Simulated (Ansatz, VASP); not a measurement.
# One calculation of K2LiBr2, two programs

```
CELL_PARAMETERS angstrom
3.93668 0.00000 0.00000
-1.96834 3.40927 0.00000
0.00000 0.00000 17.89125
ATOMIC_POSITIONS crystal
K 0.66667 0.33333 0.92057
K 0.33333 0.66667 0.07943
K 0.33333 0.66667 0.42057
K 0.66667 0.33333 0.57943
Li 0.33333 0.66667 0.25000
Li 0.66667 0.33333 0.75000
Br 0.00000 0.00000 0.81148
Br 0.00000 0.00000 0.18852
Br 0.00000 0.00000 0.31148
Br 0.00000 0.00000 0.68852
```

Alike in both runs: task single point; functional PBE; k mesh 6 × 6 × 1; occupations gaussian, width 0.1 eV; no spin polarisation.

|  | VASP | Ansatz |
| --- | --- | --- |
| version | VASP 6.6.1 | Ansatz 0.2.0 |
| potentials or method | VASP PAW PBE potentials, release 64 (K_sv, Li_sv, Br) | scalar-relativistic, plane waves, PAW |
| plane-wave cutoff (eV) | 520 | 420 |
| valence electrons in the cell | 70 | 70 |

```tsv
	VASP	Ansatz	Ansatz less VASP
gap on the k mesh at the Fermi level (eV)	none	none	-
rms of the force components (eV/Å)	4.510	4.508	-0.0024
```

Atom by atom the forces differ by 0.008 eV/Å (rms over components). A gap of «none» marks a metal or a gap that the smearing closes.

Caveats: forces of over 1 eV/Å show positions far from the minimum, so gaps and moduli don't describe the material at rest.
